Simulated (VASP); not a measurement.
Crystal: NGeClH4, in a box.

```
N Ge Cl H
1.0
    13.00000    0.00000    0.00000
     0.00000   12.00000    0.00000
     0.00000    0.00000   13.00000
N Ge Cl H
1 1 1 4
Direct
  0.43311 0.59428 0.44627
  0.53871 0.55160 0.52903
  0.52445 0.38010 0.58144
  0.36327 0.59522 0.48036
  0.42803 0.55255 0.37897
  0.53713 0.62340 0.62627
  0.63873 0.55643 0.46720
```

Program: VASP 6.6.1. Alike in all runs: no spin polarisation; cell as given; k mesh 1 × 1 × 1; smearing gaussian 0.01 eV.

Task: Order these runs on this cell by their band gap on the k mesh, lowest first.
A. level PBE; potentials or basis VASP PAW PBE potentials, release 64 (N, Ge_d, Cl, H); cutoff (eV) 520
B. level r2SCAN+D3(BJ); potentials or basis VASP PAW PBE potentials, release 64 (N, Ge_d, Cl, H); cutoff (eV) 520
C. level HSE06+D4; potentials or basis VASP PAW PBE potentials, release 64 (N_h, Ge_h, Cl_h, H_h); cutoff (eV) 900; grid for exact exchange (PRECFOCK) Fast; screening parameter 0.2 1/A
D. level B3LYP+D4; potentials or basis VASP PAW PBE potentials, release 64 (N_h, Ge_h, Cl_h, H_h); cutoff (eV) 900; grid for exact exchange (PRECFOCK) Fast; exchange at q = 0 default

Result: A (5.46 eV), B (6.16 eV), C (6.87 eV), D (7.10 eV).

A k mesh can miss the band edges.

Not every run made on this cell is shown here.
